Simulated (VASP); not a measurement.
Consider the following.

```yaml
crystal:
  lattice:
    - [1.37068, -2.37409, 0.00000]
    - [1.37068, 2.37409, 0.00000]
    - [0.00000, 0.00000, 4.31707]
  atoms:
    - { symbol: Os, position: [0.33333, 0.66667, 0.25000] }
    - { symbol: Os, position: [0.66667, 0.33333, 0.75000] }
```

All values below come from r2SCAN meta-GGA, VASP's PBE PAW potentials (set 64) (plane waves; VASP 6.6.1). Numerical set-up: 520 eV cut-off, 17×17×10 Γ-centred mesh, tetrahedra with Blöchl corrections, potentials Os.

Unless said otherwise, spin-orbit coupling is left out, though it shifts the bands of the heavy elements here.

Task: Predict the energy per atom (σ→0), band gap (over mesh and band path) with the smallest direct gap where there is one.

Result: 
```yaml
band gap (over mesh and band path): none (metal, semimetal or under 0.01 eV)
energy per atom (σ→0): -53.004 eV/atom
```

Total energies compare only between runs with the same potentials, cut-off and functional.

The compound is Os in the hcp structure. It was relaxed first.
